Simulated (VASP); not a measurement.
Energy against volume of HgTe (zinc blende). Computed with PBE0 hybrid, VASP's PBE PAW potentials (set 64) (plane waves; VASP). Run with 520 eV cut-off, 6×6×6 Γ-centred mesh, Gaussian smearing of 0.050 eV, potentials Hg Te.

| V (Å³/atom) | E (eV/atom) |
|---|---|
| 34.627 | -2.62167 |
| 35.732 | -2.62269 |
| 36.837 | -2.61509 |
| 37.942 | -2.60085 |

### Question
Fit these four points and predict the energy of the run at 33.522 Å³/atom.

### Answer
A cubic in V^(−2/3), the third-order Birch-Murnaghan form, passes through the four points with V0 = 35.28 Å³/atom and B0 = 44 GPa, and gives -2.6096 eV/atom there. The run gave -2.6116 eV/atom, -2.0 meV/atom from the fit; all five points give B0 = 40 GPa.

The compound is HgTe in the zinc blende structure. It was relaxed first. The cell's shape comes from a PBE relaxation.
